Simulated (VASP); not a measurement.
AlN:

```
Al N
1.0
     3.11300    0.00000    0.00000
    -1.55650    2.69594    0.00000
     0.00000    0.00000    4.98100
Al N
2 2
Direct
  0.33333 0.66667 0.00000
  0.66667 0.33333 0.50000
  0.33333 0.66667 0.38000
  0.66667 0.33333 0.88000
```

| Quantity | Value |
| --- | --- |
| Program | VASP 6.6.1 |
| Task | relaxation of cell and atoms |
| Functional | PBE |
| Potentials or basis | VASP PAW PBE potentials, release 64 (Al, N) |
| Cutoff | 520 eV |
| k mesh | 12 × 12 × 6 |
| Occupations | gaussian, width 0.02 eV |
| Spin | no spin polarisation |

At the start: pressure 3.5 GPa; volume 10.45 Å³/atom.

Question: Where does the relaxation end?

Answer: Over 8 steps the energy falls by 2.2 meV/atom and the volume is 10.63 Å³/atom (+1.7 %); space group P6_3mc (No. 186, to 0.05 Å).

Step by step:
| step | energy change (eV) | largest force (eV/Å) | pressure (GPa) | volume (Å³) |
| --- | --- | --- | --- | --- |
| 1 | 0.0000 | 0.1289 | 3.46 | 41.80 |
| 2 | -0.0019 | 0.0913 | -2.90 | 43.18 |
| 3 | -0.0088 | 0.0034 | 0.00 | 42.52 |
| 4 | -0.0088 | 0.0059 | 0.07 | 42.51 |
| 5 | -0.0088 | 0.0066 | 0.05 | 42.51 |
| 6 | -0.0088 | 0.0070 | 0.04 | 42.51 |
| 7 | -0.0088 | 0.0022 | -0.02 | 42.53 |
| 8 | -0.0088 | 0.0007 | 0.00 | 42.52 |

Final structure:
```
Al N
1.0
     3.12857    0.00000    0.00000
    -1.56429    2.70942    0.00000
     0.00000    0.00000    5.01646
Al N
2 2
Direct
  0.33333 0.66667 0.99926
  0.66667 0.33333 0.49926
  0.33333 0.66667 0.38074
  0.66667 0.33333 0.88074
```
